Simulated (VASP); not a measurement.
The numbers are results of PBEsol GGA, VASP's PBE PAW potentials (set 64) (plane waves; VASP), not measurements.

Input for VASP

POSCAR:
```
InSb
1
    0.0000000000     3.2610787601     3.2610787601
    3.2610787601     0.0000000000     3.2610787601
    3.2610787601     3.2610787601     0.0000000000
In Sb
1 1
Direct
  0.0000000000   0.0000000000   0.0000000000
  0.2500000000   0.2500000000   0.2500000000
```

INCAR:
```
SYSTEM = InSb
PREC = Accurate; ENCUT = 400; LREAL = .False.
LASPH = .True.
EDIFF = 1E-6; NELM = 100; ALGO = Normal
LMAXMIX = 4
ISMEAR = 1; SIGMA = 0.1
GGA = PS
IBRION = 2; NSW = 60; ISIF = 3
EDIFFG = -0.01
LWAVE = .False.; LCHARG = .False.
```

File KPOINTS:
```
Automatic
0
G
9 9 9
0 0 0
```

POTCAR, in this order: In_d Sb (PBE.64 set). Program: vasp_std.

Problem. What will the output report for the number of irreducible k-points (NKPTS), largest plane-wave count, number of space-group operations, FFT grid (NGX, NGY, NGZ)?

Solution. 
```
Item                                          Result
--------------------------------------  ------------
number of irreducible k-points (NKPTS)            35
largest plane-wave count                        1283
number of space-group operations                  24
FFT grid (NGX, NGY, NGZ)                30 × 30 × 30
```

The structure was generated: InSb was put into the zinc blende type (F-43m), which need not be its known phase. This run relaxes it. Symmetry was kept, so distortions that lower it aren't found. The start is the result of an earlier pass.
